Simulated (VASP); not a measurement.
A run of VASP 6.6.1 is set up as follows.

Contents of POSCAR:

```
HPbNO4                                  
1.0
    6.8443751169      0.0000000000      0.0007687982
    0.0000000000      4.2121780663      0.0000000000
   -3.3830790013      0.0000000000      7.2379263329
  H               Pb              N               O             
     2     2     2     8
Direct
     0.2241101204979711    0.7500000000000000    0.5076496415927619
     0.7758895850053674    0.2500000000000000    0.4923477708342219
     0.3023977739090953    0.2500000000000000    0.2837595960192157
     0.6976019768434953    0.7500000000000000    0.7162373688749362
     0.2152524680027237    0.7500000000000000    0.8357261611927144
     0.7847475790482061    0.2500000000000000    0.1642732158695878
     0.3302218234764879    0.7500000000000000    0.4537500879480062
     0.4109624537826759    0.7500000000000000    0.8694864199477699
     0.1551869625269528    0.7500000000000000    0.9665976475022650
     0.0701988803832494    0.7500000000000000    0.6682160373993650
     0.6697788417047769    0.2500000000000000    0.5462482493831435
     0.5890373943681271    0.2500000000000000    0.1305127346205407
     0.8448131212615964    0.2500000000000000    0.0334017569811332
     0.9298010191892746    0.2500000000000000    0.3317833118343427
```

INCAR.step1

```
SYSTEM = HPbNO4
PREC = Accurate ; ENCUT = 520
EDIFF = 1E-6 ; ISMEAR = -1
SIGMA = 0.05 ; LREAL = .FALSE.
LASPH = .TRUE. ; NELM = 80
ALGO = Normal ; ISIF = 2
LWAVE = .FALSE. ; LCHARG = .TRUE.
GGA = PE ; KPAR = 4
```

KPOINTS.step1

```
regular mesh
0
G
  5 6 4
  0 0 0
```

File INCAR.step2:

```
SYSTEM = HPbNO4
PREC = Accurate ; ENCUT = 520
EDIFF = 1E-6 ; ISMEAR = 0
SIGMA = 0.05 ; LREAL = .FALSE.
LASPH = .TRUE. ; NELM = 80
ALGO = Normal ; ISIF = 2
LWAVE = .FALSE. ; LCHARG = .FALSE.
GGA = PE ; KPAR = 4
ICHARG = 11
```

The input KPOINTS.step2:

```
path GYHCEM1AXH1,MDZ,YD
15
line-mode
reciprocal
 0.0000000000  0.0000000000  0.0000000000  G
 0.0000000000  0.0000000000  0.5000000000  Y

 0.0000000000  0.0000000000  0.5000000000  Y
-0.3888956494  0.0000000000  0.6922719433  H

-0.3888956494  0.0000000000  0.6922719433  H
-0.5000000000  0.0000000000  0.5000000000  C

-0.5000000000  0.0000000000  0.5000000000  C
-0.5000000000  0.5000000000  0.5000000000  E

-0.5000000000  0.5000000000  0.5000000000  E
-0.6111043506  0.5000000000  0.3077280567  M1

-0.6111043506  0.5000000000  0.3077280567  M1
-0.5000000000  0.5000000000  0.0000000000  A

-0.5000000000  0.5000000000  0.0000000000  A
-0.5000000000  0.0000000000  0.0000000000  X

-0.5000000000  0.0000000000  0.0000000000  X
-0.6111043506  0.0000000000  0.3077280567  H1

-0.3888956494  0.5000000000  0.6922719433  M
 0.0000000000  0.5000000000  0.5000000000  D

 0.0000000000  0.5000000000  0.5000000000  D
 0.0000000000  0.5000000000  0.0000000000  Z

 0.0000000000  0.0000000000  0.5000000000  Y
 0.0000000000  0.5000000000  0.5000000000  D
```

Potentials or basis: VASP PAW PBE potentials, release 64 (H, Pb_d, N, O).

Launch:

```console
$ cat potpaw_PBE.64/H/POTCAR potpaw_PBE.64/Pb_d/POTCAR potpaw_PBE.64/N/POTCAR potpaw_PBE.64/O/POTCAR > POTCAR
$ cp INCAR.step1 INCAR
$ cp KPOINTS.step1 KPOINTS
$ mpirun -np 4 vasp_std > vasp.out
$ cp INCAR.step2 INCAR
$ cp KPOINTS.step2 KPOINTS
$ mpirun -np 4 vasp_std > vasp.out
```

Problem. Estimate the band gap on the k mesh.

Solution. 2.98 eV, indirect (least direct gap 3.18 eV).

Problem. What does it give for the band gap along the path?

Solution. 2.96 eV, indirect (least direct gap 3.18 eV).

Levels at the corners of the path, in eV from the valence-band top:
| point | band 41 | band 42 | band 43 | band 44 | band 45 | band 46 | band 47 | band 48 |
| --- | --- | --- | --- | --- | --- | --- | --- | --- |
| Γ | -1.32 | -0.39 | -0.38 | -0.08 | 3.10 | 3.76 | 4.25 | 4.25 |
| Y | -1.34 | -0.44 | -0.28 | -0.23 | 3.17 | 3.64 | 4.17 | 4.22 |
| Y | -1.34 | -0.44 | -0.28 | -0.23 | 3.17 | 3.64 | 4.17 | 4.22 |
| H | -1.23 | -0.65 | -0.36 | -0.13 | 3.35 | 3.53 | 4.01 | 4.35 |
| H | -1.23 | -0.65 | -0.36 | -0.13 | 3.35 | 3.53 | 4.01 | 4.35 |
| C | -1.21 | -0.74 | -0.35 | 0.00 | 3.28 | 3.58 | 3.80 | 4.27 |
| C | -1.21 | -0.74 | -0.35 | 0.00 | 3.28 | 3.58 | 3.80 | 4.27 |
| E | -0.68 | -0.68 | -0.18 | -0.18 | 3.34 | 3.34 | 4.60 | 4.60 |
| E | -0.68 | -0.68 | -0.18 | -0.18 | 3.34 | 3.34 | 4.60 | 4.60 |
| M1 | -0.69 | -0.69 | -0.17 | -0.17 | 3.30 | 3.30 | 4.49 | 4.49 |
| M1 | -0.69 | -0.69 | -0.17 | -0.17 | 3.30 | 3.30 | 4.49 | 4.49 |
| A | -0.68 | -0.68 | -0.14 | -0.14 | 3.30 | 3.30 | 4.29 | 4.29 |
| A | -0.68 | -0.68 | -0.14 | -0.14 | 3.30 | 3.30 | 4.29 | 4.29 |
| X | -1.31 | -0.52 | -0.40 | -0.28 | 3.45 | 3.47 | 4.26 | 4.44 |
| X | -1.31 | -0.52 | -0.40 | -0.28 | 3.45 | 3.47 | 4.26 | 4.44 |
| H1 | -1.23 | -0.65 | -0.36 | -0.13 | 3.35 | 3.53 | 4.01 | 4.35 |
| M | -0.69 | -0.69 | -0.17 | -0.17 | 3.30 | 3.30 | 4.49 | 4.49 |
| D | -0.67 | -0.67 | -0.32 | -0.32 | 3.16 | 3.16 | 4.81 | 4.81 |
| D | -0.67 | -0.67 | -0.32 | -0.32 | 3.16 | 3.16 | 4.81 | 4.81 |
| Z | -0.61 | -0.61 | -0.34 | -0.34 | 3.19 | 3.19 | 4.70 | 4.70 |
| Y | -1.34 | -0.44 | -0.28 | -0.23 | 3.17 | 3.64 | 4.17 | 4.22 |
| D | -0.67 | -0.67 | -0.32 | -0.32 | 3.16 | 3.16 | 4.81 | 4.81 |

Caveat: the log is that of the step along the path at fixed density, whose energy, stress, charges and moments have no meaning; the standard files for N, O and F lose accuracy on very short bonds; spin-orbit coupling is left out, which as a rule narrows the gap of such compounds by several tenths of an eV. A hybrid or GW would open this gap; PBE tends to underestimate it.
